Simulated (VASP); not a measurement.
In (bct) is relaxed at rising pressure, each step from the one before. Symmetry mostly holds the structure type, and other phases were not tried. The mesh follows the cell, and a change of mesh leaves a small step in the series.

Consider the following.

```yaml
crystal:
  lattice:
    - [-1.63541, 1.63541, 2.56620]
    - [1.63541, -1.63541, 2.56620]
    - [1.63541, 1.63541, -2.56620]
  atoms:
    - { symbol: In, position: [0.00000, 0.00000, 0.00000] }
```

Level of theory: PBE GGA, VASP's PBE PAW potentials (set 64) (plane waves; VASP). Settings: 500 eV cut-off, 16×16×16 Γ-centred mesh, first-order Methfessel-Paxton smearing of 0.10 eV, potentials In_d.

Unless said otherwise, spin-orbit coupling is left out, though it shifts the bands of the heavy elements here.

| P (GPa) | V (Å³/atom) | H − H(0) (eV/atom) | space group | gap on the mesh (eV) | k-mesh |
|---|---|---|---|---|---|
| 0 | 27.45 | 0.000 | I4/mmm | 0.00 | 16×16×16 |
| 5 | 24.69 | 0.809 | I4/mmm | 0.00 | 16×16×16 |
| 10 | 22.99 | 1.552 | I4/mmm | 0.00 | 16×16×16 |
| 20 | (withheld) | (withheld) | I4/mmm | 0.00 | 17×17×17 |
| 30 | (withheld) | (withheld) | I4/mmm | 0.00 | 17×17×17 |
| 45 | 17.97 | 5.915 | I4/mmm | 0.00 | 18×18×18 |

Complete the blanks.

- 20, V (Å³/atom): 20.81
- 20, H − H(0) (eV/atom): 2.917
- 30, V (Å³/atom): 19.43
- 30, H − H(0) (eV/atom): 4.170

Pressures at which the relaxation failed are left out.

The compound is In in the bct structure.
